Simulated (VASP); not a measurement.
Method: rev-vdW-DF2, VASP's PBE PAW potentials (set 64) (plane waves; VASP).

The input files of a VASP run:

KPOINTS:
```
Automatic mesh
0
Gamma
10 10 7
0 0 0
```

**INCAR**
```
SYSTEM = PtSe2
PREC = Accurate; ENCUT = 520; LREAL = F
LASPH = T
EDIFF = 1E-7; NELM = 100; ALGO = Normal
LMAXMIX = 6
ISMEAR = -5
GGA = MK; LUSE_VDW = T; AGGAC = 0.0
PARAM1 = 0.1234568; PARAM2 = 0.7114; ZAB_VDW = -1.8867
ISIF = 2
LWAVE = F; LCHARG = T; LORBIT = 11
NEDOS = 601
LEFG = T
```

POSCAR:
```
PtSe2
3.7834850
  0.4999999104  -0.8660253158   0.0000000000
  0.4999999104   0.8660253158   0.0000000000
  0.0000000000   0.0000000000   1.3143398097
Pt Se
1 2
Cartesian
  0.0000000000   0.0000000000   0.0000000000
  0.4999999104   0.2886756826   0.3421870305
  0.4999999104  -0.2886756826   0.9721527792
```

POTCAR, in this order: Pt Se (PBE.64 set). Program: vasp_std.

Output

**OSZICAR**
```
       N       E                     dE             d eps       ncg     rms          rms(c)
DAV:   1     0.119540732982E+03    0.11954E+03   -0.10304E+04  2440   0.129E+03
DAV:   2    -0.514656988071E+01   -0.12469E+03   -0.12243E+03  3086   0.235E+02
DAV:   3    -0.101489626219E+02   -0.50024E+01   -0.49789E+01  2946   0.499E+01
DAV:   4    -0.101886280816E+02   -0.39665E-01   -0.39656E-01  2848   0.482E+00
DAV:   5    -0.101890678471E+02   -0.43977E-03   -0.43976E-03  3044   0.486E-01    0.118E+01
DAV:   6    -0.966952066785E+01    0.51955E+00   -0.53305E+00  2421   0.226E+01    0.747E+00
DAV:   7    -0.943553212498E+01    0.23399E+00   -0.10215E+00  2428   0.108E+01    0.353E+00
DAV:   8    -0.941985633579E+01    0.15676E-01   -0.70649E-02  2547   0.192E+00    0.903E-01
DAV:   9    -0.941776495234E+01    0.20914E-02   -0.10799E-02  2617   0.111E+00    0.197E-01
DAV:  10    -0.941785632168E+01   -0.91369E-04   -0.13734E-03  2750   0.285E-01    0.396E-02
DAV:  11    -0.941792036246E+01   -0.64041E-04   -0.55326E-05  2939   0.770E-02    0.211E-02
DAV:  12    -0.941789769790E+01    0.22665E-04   -0.70790E-06  2519   0.226E-02    0.272E-03
DAV:  13    -0.941789562046E+01    0.20774E-05   -0.55433E-07  3163   0.543E-03    0.122E-03
DAV:  14    -0.941789455142E+01    0.10690E-05   -0.43067E-08  1312   0.193E-03    0.512E-04
DAV:  15    -0.941789432500E+01    0.22642E-06   -0.10532E-08  1270   0.772E-04    0.115E-04
DAV:  16    -0.941789430008E+01    0.24929E-07   -0.11803E-09  1284   0.283E-04
   1 F= -.94178943E+01 E0= -.94178943E+01  d E =0.000000E+00
```

**OUTCAR**
```
------------------------ aborting loop because EDIFF is reached ----------------------------------------
  FORCE on cell =-STRESS in cart. coord.  units (eV):
  Direction    XX          YY          ZZ          XY          YZ          ZX
  --------------------------------------------------------------------------------------
  Total       -0.0032875     -0.0032875      0.0438185      0.0000000      0.0000000     -0.0000000
  in kB       -0.0854406     -0.0854406      1.1388167      0.0000000      0.0000000     -0.0000000
  external PRESSURE =       0.3226452 kB  Pullay stress =       0.0000000 kB
  volume of cell :       61.65
      direct lattice vectors                 reciprocal lattice vectors
     1.891742161 -3.276593792  0.000000000     0.264306632 -0.152597494  0.000000000
     1.891742161  3.276593792  0.000000000     0.264306632  0.152597494  0.000000000
     0.000000000  0.000000000  4.972784955     0.000000000  0.000000000  0.201094560
 POSITION                                       TOTAL-FORCE (eV/Angst)
 -----------------------------------------------------------------------------------
      0.00000      0.00000      0.00000         0.000000      0.000000      0.000000
      1.89174      1.09220      1.29466        -0.000000     -0.000000     -0.021526
      1.89174     -1.09220      3.67813         0.000000      0.000000      0.021526
 -----------------------------------------------------------------------------------
    total drift:                               -0.000000     -0.000000      0.000000
  FREE ENERGIE OF THE ION-ELECTRON SYSTEM (eV)
  ---------------------------------------------------
  free  energy   TOTEN  =        -9.4178943001 eV

  energy  without entropy=       -9.4178943001  energy(sigma->0) =       -9.41789430

 total charge

# of ion       s       p       d       tot
------------------------------------------
    1        0.660   0.647   8.012   9.320
    2        1.492   2.209   0.064   3.764
    3        1.492   2.209   0.064   3.764
--------------------------------------------------
tot          3.644   5.065   8.139  16.848

 Electric field gradients after diagonalization (V/A^2)
 (convention: |V_zz| > |V_xx| > |V_yy|)
----------------------------------------------------------------------
 ion       V_xx      V_yy      V_zz     asymmetry (V_yy - V_xx)/ V_zz
----------------------------------------------------------------------
   1     -61.321   -61.320   122.642       0.000
   2      19.651    19.650   -39.301       0.000
   3      19.651    19.650   -39.301       0.000
```
(Selected blocks of OUTCAR.)

For a metal the tetrahedron method with Blöchl corrections gives inexact stress and forces.

The compound is PtSe2 in the 1T layered structure. It was relaxed first.
